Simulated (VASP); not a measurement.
Input:

```yaml
crystal:
  lattice:
    - [3.70911, -1.90145, -0.00409]
    - [3.70911, 1.90145, -0.00409]
    - [2.73782, 0.00000, 3.14284]
  atoms:
    - { symbol: As, position: [0.22731, 0.22731, 0.22731] }
    - { symbol: As, position: [0.77269, 0.77269, 0.77269] }
```

These are TPSS meta-GGA, VASP's PBE PAW potentials (set 64) (plane waves; VASP) values and carry that method's errors. Numerical set-up: 520 eV cut-off, 13×13×13 Γ-centred mesh, tetrahedra with Blöchl corrections, potentials As.

Question: Tabulate the total density of states (states/eV per cell) against energy (eV; zero at the valence-band maximum or, without a gap, the Fermi level).

Answer: 
```
E (eV) | DOS (states/eV)
    -9.98 | ################### 1.05
    -9.38 | ########### 0.60
    -8.90 | ####### 0.39
    -8.30 | #### 0.24
    -7.70 | ### 0.15
    -7.22 | ## 0.10
    -6.62 | # 0.05
    -6.02 | ############## 0.75
    -5.54 | ############## 0.79
    -4.94 | ############### 0.84
    -4.34 | #################### 1.09
    -3.86 | ######################### 1.40
    -3.26 | ########################## 1.45
    -2.66 | ########################### 1.49
    -2.18 | ####################### 1.25
    -1.58 | ################ 0.91
    -0.98 | ############ 0.64
    -0.50 | ###### 0.34
     0.10 | # 0.07
     0.70 | ################ 0.87
     1.18 | ############################ 1.56
     1.78 | ############################# 1.60
     2.38 | ############################## 1.66
     2.86 | #################### 1.12
     3.46 | ###################### 1.21
```
Within 2 eV below the Fermi level the largest weight inside VASP's projection spheres is As p.

The compound is As in the a7 structure. It was relaxed first.
